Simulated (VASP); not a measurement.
VASP ran on this input.

File KPOINTS:
```
Regular mesh
0
G
6 6 6
0 0 0
```

**POSCAR**
```
InSe
1
    5.8724354831    -2.0593323049     0.0903249329
    5.8724354831     2.0593323049     0.0903249329
   -1.6644041436     0.0000000000     4.2387347816
In Se
2 2
Direct
  0.1142735647   0.1142735647   0.9713590773
  0.8857264353   0.8857264353   0.0286409227
  0.3453037199   0.3453037199   0.3627403028
  0.6546962801   0.6546962801   0.6372596972
```

INCAR:
```
# general
SYSTEM  = InSe
PREC    = Accurate
ENCUT   = 480
LREAL   = F   # projection in real space or not
LASPH   = T   # aspherical one-centre terms

# electronic loop
EDIFF   = 1E-7   # SCF stop (eV)
NELM    = 100   # most electronic steps
ALGO    = Normal
LMAXMIX = 4   # l cut-off of mixed one-centre charges

# smearing
ISMEAR  = 0
SIGMA   = 0.05

# functional
GGA     = PS   # PBEsol

# ions
ISIF    = 2

# output
LWAVE   = F
LCHARG  = F
```

POTCAR, in this order: In_d Se (PBE.64 set). Program: vasp_std.

Translate this PBEsol calculation to Ansatz.

One equivalent input (not run):
Ansatz 0.2 input:
```yaml
crystal:
  lattice:
    - [5.8724355, -2.0593323, 0.0903249]
    - [5.8724355, 2.0593323, 0.0903249]
    - [-1.6644041, 0.0000000, 4.2387348]
  atoms:
    - { symbol: In, position: [0.1142736, 0.1142736, 0.9713591] }
    - { symbol: In, position: [0.8857264, 0.8857264, 0.0286409] }
    - { symbol: Se, position: [0.3453037, 0.3453037, 0.3627403] }
    - { symbol: Se, position: [0.6546963, 0.6546963, 0.6372597] }
kpoints:
  mp_grid: { grid: [6, 6, 6] }
hamiltonian:
  xc: pbesol
  pseudopotentials: { kind: paw }
scf:
  occupations: { method: gaussian, width: 0.05 }
  max_iter: 100
output: { forces: true, stress: true, eigenvalues: true }
```
Limits of the translation: each code has its own PAW files, so the cut-off isn't converted (ENCUT is set for VASP's; basis.ecutwfc is left out, and Ansatz then takes the one that its files recommend); Ansatz stops its SCF on the density residual and VASP on the energy change (EDIFF).

The structure comes from a computed database's InSe entry (C2/m); how it stands against other phases isn't given here. It was relaxed first, which changed the volume by -10 %.
